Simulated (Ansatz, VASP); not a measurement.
## GaN in two plane-wave programs

One calculation is typed for both programs; each brings its own data sets. How far apart do they land? Of the first pair: The cell is taken from a series of runs on this material, whose earlier steps may have relaxed, scaled, displaced or heated it; both programs get it as it stands.

Program: Ansatz 0.2.0. Level of theory: plane waves, with VASP 6.6.1 beside it; relaxation of cell and atoms at PBE and single point at PBE. Results are calculated unless marked as measured.

## 1. The starting structure

It takes space group P6_3mc (No. 186, hexagonal). Conventional cell: a = 3.219 Å, b = 3.219 Å, c = 5.243 Å, α = 90.00°, β = 90.00°, γ = 120.00°. Nearest to N lie 4 Ga at 1.97 to 1.98 Å. Nearest to Ga lie 4 N at 1.97 to 1.98 Å. Farther neighbours and most contacts between anions are not listed.

Coordinates:

```xyz
4
Lattice="3.2187 0.0000 0.0000 -1.6093 2.7874 0.0000 0.0000 0.0000 5.2435" Properties=species:S:1:pos:R:3 pbc="T T T"
N     0.0000    1.8583    1.9708
N     1.6093    0.9291    4.5926
Ga    0.0000    1.8583    5.2389
Ga    1.6093    0.9291    2.6172
```

## 2. VASP: relaxation of cell and atoms, PBE

The relaxed volume is the usual yardstick between codes: in a stiff, nearly cubic crystal its relative difference is about their pressure difference at one cell divided by the bulk modulus.

Lines of VASP's logs that name or quote its potential files are left out, and so is its time.

The input, INCAR:

```
SYSTEM = GaN
PREC = Accurate
ENCUT = 600
EDIFF = 1E-07
NELM = 120
ISMEAR = 0
SIGMA = 0.01
LREAL = .FALSE.
ALGO = Normal
GGA = PE
NBANDS = 24
LORBIT = 11
LWAVE = .FALSE.
LCHARG = .FALSE.
ISIF = 3
IBRION = 2
NSW = 80
EDIFFG = -0.005
LASPH = .TRUE.
GGA_COMPAT = .FALSE.
NELMIN = 4
EFERMI = MIDGAP
KPAR = 2
```

The input, POSCAR:

```
GaN
1.0
    3.2186530000      0.0000000000      0.0000000000
   -1.6093260000      2.7874350000      0.0000000000
    0.0000000000      0.0000000000      5.2434880000
N Ga
2 2
Direct
    0.3333332298      0.6666666667      0.3758658359
    0.6666664595      0.3333333333      0.8758660266
    0.3333332298      0.6666666667      0.9991341641
    0.6666664595      0.3333333333      0.4991341641
```

The input, KPOINTS:

```
Automatic mesh
0
Gamma
12 12 6
0 0 0
```

PAW data sets: N and Ga_d (PBE family, release 64).

Launch:

```bash
> mpirun -np 2 vasp_std
```

Numbers of over 12 decimals in the logs are rounded to 6 here.

What it wrote:

```text
[banner, memory and clock lines left out]
running    2 mpi-ranks, on    1 nodes
 distrk:  each k-point on    1 cores,    2 groups
 distr:  one band on    1 cores,    1 groups

 POSCAR found type information on POSCAR N Ga
 POSCAR found :  2 types and       4 ions
 LDA part: xc-table for (Slater+PW92), standard interpolation
 POSCAR, INCAR and KPOINTS ok, starting setup
 FFT: planning ... GRIDC
 FFT: planning ... GRID_SOFT
 FFT: planning ... GRID
 WAVECAR not read
 entering main loop
       N       E                     dE             d eps       ncg     rms          rms(c)
DAV:   1     0.293547625128E+03    0.29355E+03   -0.19571E+04  3904   0.301E+03
DAV:   2     0.818284718236E+01   -0.28536E+03   -0.27230E+03  4064   0.559E+02
DAV:   3    -0.270785841403E+02   -0.35261E+02   -0.34928E+02  4376   0.153E+02
DAV:   4    -0.282360612629E+02   -0.11575E+01   -0.11555E+01  4512   0.314E+01
DAV:   5    -0.282568799077E+02   -0.20819E-01   -0.20807E-01  4480   0.375E+00    0.108E+01
DAV:   6    -0.242355191674E+02    0.40214E+01   -0.12686E+01  6184   0.526E+01    0.302E+00
DAV:   7    -0.243500952105E+02   -0.11458E+00   -0.15937E+00  3904   0.108E+01    0.267E+00
DAV:   8    -0.243481328178E+02    0.19624E-02   -0.20673E-01  5848   0.656E+00    0.819E-01
DAV:   9    -0.243301206947E+02    0.18012E-01   -0.79189E-02  6296   0.468E+00    0.354E-01
DAV:  10    -0.243309965659E+02   -0.87587E-03   -0.45949E-03  4072   0.672E-01    0.110E-01
DAV:  11    -0.243308435940E+02    0.15297E-03   -0.15267E-03  5520   0.686E-01    0.405E-02
DAV:  12    -0.243308581880E+02   -0.14594E-04   -0.16152E-04  3872   0.946E-02    0.342E-02
DAV:  13    -0.243308632257E+02   -0.50377E-05   -0.11421E-04  5968   0.128E-01    0.373E-02
DAV:  14    -0.243308567037E+02    0.65220E-05   -0.21886E-05  5112   0.452E-02    0.154E-02
DAV:  15    -0.243308564584E+02    0.24533E-06   -0.26655E-06  4560   0.114E-02    0.826E-03
DAV:  16    -0.243308564408E+02    0.17608E-07   -0.36336E-07  4288   0.551E-03
   1 F= -.24330856E+02 E0= -.24330856E+02  d E =-.243309E+02
 curvature:   0.00 expect dE= 0.000E+00 dE for cont linesearch  0.000E+00
 trial: gam= 0.00000 g(F)=  0.506E-10 g(S)=  0.205E-04 ort = 0.000E+00 (trialstep = 0.100E+01)
 search vector abs. value=  0.205E-04
 bond charge predicted
       N       E                     dE             d eps       ncg     rms          rms(c)
DAV:   1    -0.243310553804E+02   -0.19892E-03   -0.28947E-03  4336   0.115E+00    0.861E-02
DAV:   2    -0.243309086381E+02    0.14674E-03   -0.36766E-04  4888   0.460E-01    0.415E-02
DAV:   3    -0.243308656003E+02    0.43038E-04   -0.82872E-05  5600   0.203E-01    0.871E-03
DAV:   4    -0.243308642959E+02    0.13045E-05   -0.13127E-05  3728   0.312E-02    0.703E-03
DAV:   5    -0.243308626016E+02    0.16943E-05   -0.11222E-06  5128   0.969E-03    0.380E-03
DAV:   6    -0.243308618785E+02    0.72305E-06   -0.75776E-07  4392   0.104E-02    0.272E-04
DAV:   7    -0.243308618878E+02   -0.92641E-08   -0.40686E-08  2016   0.215E-03
   2 F= -.24330862E+02 E0= -.24330862E+02  d E =-.544699E-05
 trial-energy change:   -0.000005  1 .order   -0.000003   -0.000020    0.000014
 step:   0.6777(harm=  0.5953)  dis= 0.00000  next Energy=   -24.330864 (dE=-0.762E-05)
 reached required accuracy - stopping structural energy minimisation
```

From OUTCAR (step 2):

```text
ion  position               nearest neighbor table
   1  0.333  0.667  0.376-   4 1.97   4 1.97   4 1.97   3 1.98
   2  0.667  0.333  0.876-   3 1.97   3 1.97   3 1.97   4 1.98
   3  0.333  0.667  0.999-   2 1.97   2 1.97   2 1.97   1 1.98
   4  0.667  0.333  0.499-   1 1.97   1 1.97   1 1.97   2 1.98

  LATTYP: Found a hexagonal cell.
 ALAT       =     3.2186530000
 C/A-ratio  =     1.6290939098

 Subroutine GETGRP returns: Found 12 space group operations
 (whereof  6 operations were pure point group operations)

The static configuration has the point symmetry C_3v.
 The point group associated with its full space group is C_6v.

 Found     76 irreducible k-points:

   k-points           NKPTS =     76   k-points in BZ     NKDIM =     76   number of bands    NBANDS=     24

   dimension x,y,z NGX =    28 NGY =   28 NGZ =   42
   dimension x,y,z NGXF=    56 NGYF=   56 NGZF=   84

   ENCUT  =  600.0 eV  44.10 Ry    6.64 a.u.   6.43  6.43 10.47*2*pi/ulx,y,z

   NELECT =      36.0000    total number of electrons

 k-points in reciprocal lattice and weights: Automatic mesh
   0.00000000  0.00000000  0.00000000       0.001
   0.08333333  0.00000000  0.00000000       0.007
   0.16666667  0.00000000  0.00000000       0.007
   0.25000000 -0.00000000  0.00000000       0.007
   0.33333333  0.00000000  0.00000000       0.007
   0.41666667  0.00000000  0.00000000       0.007
   0.50000000 -0.00000000  0.00000000       0.003
   0.08333333  0.08333333  0.00000000       0.007
   0.16666667  0.08333333  0.00000000       0.014
[...]
0.33333333  0.25000000  0.50000000       0.014
   0.33333333  0.33333333  0.50000000       0.002

 average (electrostatic) potential at core
       1 -62.3331       2 -62.3331       3 -63.8048       4 -63.8047

 E-fermi :   5.8751

 k-point     1 :       0.0000    0.0000    0.0000
  band No.  band energies     occupation
    ...
     14       4.0191      2.00000
     15       4.0191      2.00000
     16       4.9786      2.00000
     17       5.0153      2.00000
     18       5.0153      2.00000
     19       6.7348      0.00000
     20       9.0855      0.00000
     21      14.0409      0.00000
     22      14.7483      0.00000
     23      14.7483      0.00000
    ...

 k-point     2 :       0.0833    0.0000    0.0000
  band No.  band energies     occupation
    ...
     14       3.5108      2.00000
     15       3.8789      2.00000
     16       4.3694      2.00000
     17       4.9140      2.00000
     18       4.9550      2.00000
     19       7.3323      0.00000
     20       9.5207      0.00000
     21      13.8697      0.00000
     22      14.2636      0.00000
     23      14.9234      0.00000
    ...

 k-point     3 :       0.1667    0.0000    0.0000
  band No.  band energies     occupation
    ...
     14       2.3693      2.00000
     15       3.2814      2.00000
     16       3.5293      2.00000
     17       4.7053      2.00000
     18       4.7805      2.00000
     19       8.2774      0.00000
     20      10.3570      0.00000
     21      13.0461      0.00000
     22      13.8053      0.00000
     23      15.2354      0.00000
    ...

  Total        0.0174246      0.0174246      0.0139666      0.0000000      0.0000000      0.0000000
  in kB        0.5939335      0.5939334      0.4760637      0.0000001      0.0000000      0.0000000
  external PRESSURE =       0.5546436 kB  Pullay stress =       0.0000000 kB

  energy-cutoff  :      600.00
  volume of cell :       47.00
      direct lattice vectors                 reciprocal lattice vectors
     3.217599100 -0.000000000  0.000000000     0.310790738  0.179435078  0.000000000
    -1.608799051  2.786522297  0.000000000     0.000000000  0.358870267  0.000000000
     0.000000000  0.000000000  5.242538881     0.000000000  0.000000000  0.190747274

 POSITION                                       TOTAL-FORCE (eV/Angst)
 -----------------------------------------------------------------------------------
     -0.00000      1.85768      1.97049         0.000000     -0.000000     -0.001416
      1.60880      0.92884      4.59176        -0.000000     -0.000000     -0.001416
     -0.00000      1.85768      5.23800        -0.000000      0.000000      0.001416
      1.60880      0.92884      2.61673         0.000000      0.000000      0.001416
 -----------------------------------------------------------------------------------
    total drift:                                0.000656      0.000033      0.000222

  FREE ENERGIE OF THE ION-ELECTRON SYSTEM (eV)
  ---------------------------------------------------
  free  energy   TOTEN  =       -24.3308618878 eV

  energy  without entropy=      -24.3308618878  energy(sigma->0) =      -24.33086189

 reached required accuracy - stopping structural energy minimisation

 total charge
# of ion       s       p       d       tot
------------------------------------------
    1        1.222   2.492   0.000   3.714
    2        1.222   2.492   0.000   3.714
    3        0.783   0.863  10.163  11.809
    4        0.783   0.863  10.163  11.809
--------------------------------------------------
tot          4.010   6.710  20.325  31.046

[... 3 further parts left out ...]
```

## 3. Ansatz: relaxation of cell and atoms, PBE

Ansatz runs on its PAW soft_1 files.

The same cell, functional and mesh now go to Ansatz, which takes its cutoff from its data sets.

The input, input.yaml:

```yaml
crystal:
  lattice:
    - [3.2186527184, 0.0, 0.0]
    - [-1.6093263592, 2.7874350201, 0.0]
    - [0.0, 0.0, 5.2434880868]
  atoms:
    - { symbol: "N", position: [0.3333333333, 0.6666666667, 0.3758659244] }
    - { symbol: "N", position: [0.6666666667, 0.3333333333, 0.8758659244] }
    - { symbol: Ga, position: [0.3333333333, 0.6666666667, -0.0008659244] }
    - { symbol: Ga, position: [0.6666666667, 0.3333333333, 0.4991340756] }
kpoints:
  mp_grid: { grid: [12, 12, 6] }
hamiltonian:
  xc: pbe
  pseudopotentials: { kind: paw, azcp: { folder: soft_1 } }
scf:
  occupations: { method: fixed }
output:
  forces: true
  stress: true
  eigenvalues: true
relax:
  adjacent_minimum: "off"
  f_tol: 0.001
  max_steps: 60
  cell: { stress_tol: 0.01 }
```

Launch:

```bash
> ansatz run input.yaml --threads 4 --pin off --max-ram 16384MiB --backend cpu --events-out ev --progress --plain --runs-dir out
```

What it wrote:

```text
Engine: ansatz 0.2.0, aarch64-unknown-linux-gnu
Pseudopotentials: kind: paw
Pseudopotential: N, paw, valence charge 5, recommended cutoff 420 eV (normal), soft_1/N.paw.azcp
Pseudopotential: Ga, paw, valence charge 13, recommended cutoff 420 eV (normal), soft_1/Ga.paw.azcp
Functional definition: PBE
  parameter kappa = 0.804
  parameter beta = 0.066725
  exchange = pbe_x(kappa = kappa, mu = beta*pi^2/3)
  correlation = pbe_c(beta = beta)
Crystal: 4 atoms, lattice volume = 47.043 Å³
Basis set: ecut = 420 eV, 941 PW (Γ), exchange–correlation on 48×48×72 points (8 copies of the dense FFT grid, shifted against one another)
Bands: 22, of which v1, the nominal top of the filled ones, is band 18 counted from 1 (17 counted from 0)
Symmetry: 12 space group operations
Space group: P63mc (ITA 186), of the structure as read, at distance tolerance 3.6e-5 Å
k-points: 76 of 864 (time reversal used)
Non-local potential: N, projectors of the file, l = 0: 2, l = 1: 2, l = 2: 1
Non-local potential: Ga, projectors of the file, l = 0: 2, l = 1: 2, l = 2: 3, l = 3: 1
PAW form: soft (Blöchl's): semilocal exchange-correlation on the pseudo side does not see the compensation charge
PAW one-centre angular grid: N, 110 points (default); XC on 64 Gauss nodes
PAW one-centre angular grid: Ga, 590 points (default); XC on 64 Gauss nodes
Initial density: superposition of atomic densities (chi_scale 0.1, normalization cell, long waves kept (reshape's long-wave potential 0.00 eV rms))
Initial wavefunctions: pseudopotential atomic-orbital guess
Functional: x = pbe(κ = 0.804, μ = 0.219515), c = pbe(β = 0.066725)
SCF iter   1: F=—  HF=-8337.150548 eV  |F-HF|=—  |Δ(HF+E_count)|=         —  Δρ=1.09e-1  dr2=4.85e0  ethr=3.10e-3  ⟨swp⟩=4.0  Hψ=5854  notcnv=0  defer=18
preconditioner: auto → Resta (q_TF=auto, 2.609 Å⁻¹)  ε∞=4.8  [insulator: Δε(μ)=2.507 eV  Ē_g=16.666 eV  n_scr=22 (ndim 8)  ℏωp=32.5 eV  f_vac=0.000  ε∞_Penn≈4.8]
SCF iter   2: F=—  HF=-8335.944420 eV  |F-HF|=—  |Δ(HF+E_count)|=    1.21e0  Δρ=4.59e-2  dr2=5.23e-1  ethr=3.10e-3  ⟨swp⟩=2.1  Hψ=3878  notcnv=0  defer=51
SCF iter   3: F=—  HF=-8335.860635 eV  |F-HF|=—  |Δ(HF+E_count)|=   8.38e-2  Δρ=1.79e-2  dr2=1.11e-1  ethr=1.45e-3  ⟨swp⟩=2.0  Hψ=1851  notcnv=0  defer=147
SCF iter   4: F=—  HF=-8335.847458 eV  |F-HF|=—  |Δ(HF+E_count)|=   1.32e-2  Δρ=3.30e-3  dr2=6.35e-3  ethr=3.08e-4  ⟨swp⟩=3.0  Hψ=3171  notcnv=0  defer=149
SCF iter   5: F=—  HF=-8335.845754 eV  |F-HF|=—  |Δ(HF+E_count)|=   1.70e-3  Δρ=2.74e-3  dr2=2.22e-3  ethr=1.76e-5  ⟨swp⟩=2.0  Hψ=3181  notcnv=0  defer=149
SCF iter   6: F=—  HF=-8335.847346 eV  |F-HF|=—  |Δ(HF+E_count)|=   1.59e-3  Δρ=7.30e-4  dr2=1.90e-4  ethr=6.17e-6  ⟨swp⟩=2.9  Hψ=3195  notcnv=0  defer=149
SCF iter   7: F=—  HF=-8335.847506 eV  |F-HF|=—  |Δ(HF+E_count)|=   1.60e-4  Δρ=1.08e-4  dr2=6.44e-6  ethr=5.27e-7  ⟨swp⟩=2.0  Hψ=3120  notcnv=0  defer=138
SCF iter   8: F=—  HF=-8335.847522 eV  |F-HF|=—  |Δ(HF+E_count)|=   1.66e-5  Δρ=1.61e-5  dr2=1.00e-7  ethr=1.79e-8  ⟨swp⟩=2.0  Hψ=3040  notcnv=0
SCF iter   9: F=-8335.847522 eV  HF=-8335.847522 eV  |F-HF|=3.09e-9  |Δ(HF+E_count)|=   1.54e-7  Δρ=2.43e-6  dr2=3.00e-9  ethr=2.78e-10  ⟨swp⟩=6.0  Hψ=8078  notcnv=0
SCF 1 converged in 9 iterations: F = -8335.847522 eV  dr2 = 3.00e-9
  greatest PAW one-centre occupation: 0.995 electrons in one spin orbital (limit 2), on the Ga atom at site 3 (counted from 0), in its partial waves of l = 2
relax step   1: F+E_penalty+E_count = -8335.84752247 eV  Δ(F+E_penalty+E_count) = +0.000e0 eV  max|allowed force component| = 5.550e-5 eV/Å  Δτ_max = 0.0000 Å  P = +0.000 GPa  Ω = 47.043 Å³  (9 SCF iters, dr2 threshold 1.00e-7 eV, accepted)
Initial density: handed on by an earlier stage of this run
Initial wavefunctions: pseudopotential atomic-orbital guess (no wavefunctions were taken with the density)
iter 1 solved again at ethr=2.15e-8 eV; its pass at ethr=3.10e-3 eV (dr2=7.74e-6 eV) is discarded
SCF iter   1: F=—  HF=-8335.847513 eV  |F-HF|=—  |Δ(HF+E_count)|=         —  Δρ=2.62e-6  dr2=3.11e-9  ethr=2.15e-8  ⟨swp⟩=3.0  Hψ=10949  notcnv=0  defer=114
preconditioner: auto → Resta (q_TF=auto, 2.609 Å⁻¹)  ε∞=4.9  [insulator: Δε(μ)=1.710 eV  Ē_g=16.379 eV  n_scr=22 (ndim 8)  ℏωp=32.5 eV  f_vac=0.012  ε∞_Penn≈4.9]
SCF iter   2: F=—  HF=-8335.847522 eV  |F-HF|=—  |Δ(HF+E_count)|=   9.31e-6  Δρ=1.73e-6  dr2=1.51e-9  ethr=8.64e-12  ⟨swp⟩=2.0  Hψ=3042  notcnv=0  defer=10
SCF iter   3: F=—  HF=-8335.847522 eV  |F-HF|=—  |Δ(HF+E_count)|=   1.72e-9  Δρ=9.02e-7  dr2=2.19e-10  ethr=4.19e-12  ⟨swp⟩=2.0  Hψ=2911  notcnv=0  defer=10
SCF iter   4: F=—  HF=-8335.847522 eV  |F-HF|=—  |Δ(HF+E_count)|=  1.09e-11  Δρ=4.03e-7  dr2=2.15e-11  ethr=1.00e-12  ⟨swp⟩=2.1  Hψ=2999  notcnv=0  defer=10
SCF iter   5: F=—  HF=-8335.847522 eV  |F-HF|=—  |Δ(HF+E_count)|=  1.64e-11  Δρ=2.66e-7  dr2=9.82e-12  ethr=1.00e-12  ⟨swp⟩=1.0  Hψ=1672  notcnv=0  defer=10
SCF iter   6: F=-8335.847522 eV  HF=-8335.847522 eV  |F-HF|=1.82e-12  |Δ(HF+E_count)|=  1.09e-11  Δρ=4.85e-8  dr2=3.02e-13  ethr=1.00e-12  ⟨swp⟩=5.5  Hψ=8835  notcnv=0
SCF 2 converged in 6 iterations: F = -8335.847522 eV  dr2 = 3.02e-13
relax step   2: F+E_penalty+E_count = -8335.84752247 eV  Δ(F+E_penalty+E_count) = -4.620e-10 eV  max|allowed force component| = 5.669e-5 eV/Å  Δτ_max = 0.0000 Å  P = +0.000 GPa  Ω = 47.043 Å³  stress off target by 4.05e-3 GPa  SCF on the basis re-selected at this cell (its energy is not comparable with the rows above)  (6 SCF iters)
basis re-selected at this cell: Δ(F+E_penalty+E_count) = -4.620e-10 eV, ΔP = +0.000 GPa vs the last step (what re-selecting the basis moved, of the pressure what is left beyond the Pulay correction that the steps carried, after the strain that the cell walked since its last selection, with what the two solves' SCF thresholds leave and, on support functions, any second-order correction that the steps lacked; it is no  [...]
SCF converged after 6 iterations
Free energy (F): -8335.847522 eV
Harris-Foulkes:  -8335.847522 eV  (|F-HF|=1.82e-12)
Internal energy: -8335.847522 eV  (E = F + TS)
E sigma→0 (E₀):  -8335.847522 eV
Fermi energy:    9.246828 eV
--- Per-component energies (eV) ---
  E_band       = -24.511309
  E_kinetic    = 479.581258
  E_local      = -2878.932510  (includes V_loc(G=0)·N_el)
  E_nonlocal   = -109.532461
  E_hartree    = 1808.702724
  E_xc         = -243.920757
  E_vxc        = -260.927573  (∫ρ·V_xc dr)
  E_paw        = -4249.071601  (= ΣΔE_a)
  E_vpaw       = -872.107102  (= ΣTr[D̂ρ^β])
  E_aug_tail   = 0.001625  (compensation charges beyond the density's cutoff)
  E_ewald      = -3142.675801
  E_smearing   = -0.000000  (= −TS)
  E_closure    = -0.000000  (closes the sum)
  Σ components = -8335.847522   (vs F -8335.847522, Δ=0.00e0)
--- Forces (eV/Å), atoms counted from 1 ---
  atom   1  N     -0.00000000    -0.00000000    -0.00005723
  atom   2  N      0.00000000     0.00000000    -0.00005723
  atom   3  Ga     0.00000000     0.00000000     0.00005615
  atom   4  Ga     0.00000000    -0.00000000     0.00005615
  max |Σ_I F_I| component: 2.16e-6 eV/Å
--- Stress (GPa, compression-positive) ---
       -0.001307       0.000000       0.000000
        0.000000      -0.001307       0.000000
        0.000000       0.000000       0.004048
  P = ⅓ Tr σ = 0.0005 GPa (0.005 kbar)
--- Band table (eV; the first three rows and the last of 76) ---
  k-point 0: bands = [... 14 lower, 8.2519, 9.2104, 9.2468, 9.2468, 10.9573, 13.3125, 18.2693, 18.9877]
  k-point 1: bands = [... 14 lower, 8.3154, 8.3836, 9.1772, 9.1772, 11.6633, 13.3668, 18.0787, 19.0217]
  k-point 2: bands = [... 14 lower, 8.4911, 8.4911, 8.9888, 8.9888, 12.6577, 13.4537, 17.6857, 18.1182]
  k-point 75: bands = [... 14 lower, 5.2131, 5.2131, 7.8283, 7.8283, 15.4735, 15.4735, 16.4960, 16.4960]
--- Relaxed structure (1 steps of the walk, 1 accepted, 1 SCFs on fresh bases) ---
  F+E_penalty+E_count = -8335.84752247 eV   max|allowed force component| = 5.669e-5 eV/Å   (the final SCF, on the basis selected at the relaxed cell)
  cell:  # Å, volume = 47.0434 Å³
    - [3.218653, 0.0, 0.0]
    - [-1.609326, 2.787435, 0.0]
    - [0.0, 0.0, 5.2434880868]
  atoms:
    - { symbol: N, position: [0.333333, 0.666667, 0.3758659244] }
    - { symbol: N, position: [0.666667, 0.333333, 0.875866] }
    - { symbol: Ga, position: [0.333333, 0.666667, -0.000865924] }
    - { symbol: Ga, position: [0.666667, 0.333333, 0.499134] }
```

In the SCF lines HF is the Harris–Foulkes energy and dr2 the Hartree energy of the density residual, in eV; the loop may stop once dr2 is under the threshold and the program's other checks hold. Hψ counts applications of the Hamiltonian.

## 4. Comparison

Known differences besides the potentials themselves: fixed occupations in Ansatz, narrow Gaussian smearing in VASP; the cutoff is 420 eV in Ansatz and 600 eV in VASP; Ansatz adds a Pulay correction to the stress that steers its cell, VASP none. Total energies have different zeros and are not compared.

Compared:

```csv
quantity,Ansatz,VASP,difference
volume (Å³),47.04,47.00,+0.08 %
"edge a after relaxation, in the typed setting (Å)",3.219,3.218,+0.03 %
"edge c after relaxation, in the typed setting (Å)",5.244,5.242,+0.02 %
```

(Continued in part 2 of 2.)

[Lines on the potential files, build, host, timing and source positions are cut from VASP's logs without a mark.]

[Logs are printed without paths, hosts, clocks, repeated set-up lines and the standing remarks that a program may print on its own settings, such as how far it seeks lower states.]

[Hosts, paths, dates, database ids (printed as entryN), source tags and the programs' standing remarks are cut or masked in the printed files.]
